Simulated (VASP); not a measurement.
Given:

```
NiSi2
1.0
    0.00000     2.70300     2.70300
    2.70300     0.00000     2.70300
    2.70300     2.70300     0.00000
Si Ni
2 1
Direct
  0.25000   0.25000   0.25000
  0.75000   0.75000   0.75000
  0.00000   0.00000   0.00000
```
Starting moments (μB, in the order of the record's atoms Si Si Ni): 0.0 0.0 2.0.

Level of theory: PBE GGA, VASP's PBE PAW potentials (set 64) (plane waves; VASP). Run with 300 eV cut-off, 9×9×9 Γ-centred mesh, Gaussian smearing of 0.050 eV, potentials Si Ni.

### Question
Give the spin-up energies of bands 2 to 13 at the high-symmetry points, in eV from the Fermi level.

### Answer

```json
[
 {"band": "2", "Γ": "-5.25", "X": "-8.09", "U": "-8.93", "L": "-10.07", "W": "-8.97"},
 {"band": "3", "Γ": "-5.25", "X": "-7.36", "U": "-7.48", "L": "-4.82", "W": "-7.11"},
 {"band": "4", "Γ": "-5.25", "X": "-4.58", "U": "-5.01", "L": "-4.82", "W": "-6.78"},
 {"band": "5", "Γ": "-3.55", "X": "-4.58", "U": "-4.46", "L": "-3.75", "W": "-3.77"},
 {"band": "6", "Γ": "-3.55", "X": "-3.64", "U": "-3.83", "L": "-3.36", "W": "-3.77"},
 {"band": "7", "Γ": "-0.35", "X": "-3.64", "U": "-3.46", "L": "-3.36", "W": "-3.64"},
 {"band": "8", "Γ": "1.66", "X": "-3.48", "U": "-2.96", "L": "-1.49", "W": "-3.21"},
 {"band": "9", "Γ": "1.66", "X": "-3.15", "U": "-2.67", "L": "-1.49", "W": "-2.47"},
 {"band": "10", "Γ": "1.66", "X": "-0.46", "U": "0.16", "L": "1.74", "W": "2.17"},
 {"band": "11", "Γ": "2.25", "X": "1.37", "U": "3.62", "L": "1.76", "W": "2.17"},
 {"band": "12", "Γ": "2.25", "X": "7.72", "U": "4.64", "L": "1.76", "W": "4.64"},
 {"band": "13", "Γ": "2.25", "X": "8.26", "U": "6.33", "L": "2.57", "W": "5.23"}
]
```

### Question
Give the spin-down energies of bands 2 to 13 at the high-symmetry points, in eV from the Fermi level.

### Answer

```tsv
band	Γ	X	U	L	W
2	-5.25	-8.09	-8.93	-10.07	-8.97
3	-5.25	-7.36	-7.48	-4.82	-7.11
4	-5.25	-4.58	-5.01	-4.82	-6.78
5	-3.55	-4.58	-4.46	-3.75	-3.77
6	-3.55	-3.64	-3.83	-3.36	-3.77
7	-0.35	-3.64	-3.46	-3.36	-3.64
8	1.66	-3.48	-2.96	-1.49	-3.21
9	1.66	-3.15	-2.67	-1.49	-2.47
10	1.66	-0.46	0.16	1.74	2.17
11	2.25	1.37	3.62	1.76	2.17
12	2.25	7.72	4.64	1.76	4.64
13	2.25	8.26	6.33	2.57	5.23
```

It has no gap at this level: it comes out as a metal or semimetal.

The structure comes from a measured Si2Ni entry (Fm-3m) of the Crystallography Open Database, whose conditions weren't checked. The cell was not relaxed at this level.
